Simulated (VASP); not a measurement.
Here is the system:

```
CELL_PARAMETERS angstrom
      4.05839     0.00000     0.00000
      0.00000     4.05839     0.00000
      0.00000     0.00000     4.05839
ATOMIC_POSITIONS crystal
  Cs 0.00000 0.00000 0.00000
  Cl 0.50000 0.50000 0.50000
```

Level of theory: r2SCAN meta-GGA, VASP's PBE PAW potentials (set 64) (plane waves; VASP). Numerical set-up: 520 eV cut-off, 7×7×7 Γ-centred mesh, Gaussian smearing of 0.050 eV, potentials Cs_sv Cl.

Question: Give the stress tensor in GPa (positive for a compressed cell).

Answer: 
```
1.33  0.00  0.00
0.00  1.33  0.00
0.00  0.00  1.33
```
The pressure is its mean diagonal, 1.33 GPa.

The compound is CsCl in the CsCl type structure. This cell is one point of a volume scan, at 0.94 of the reference volume.
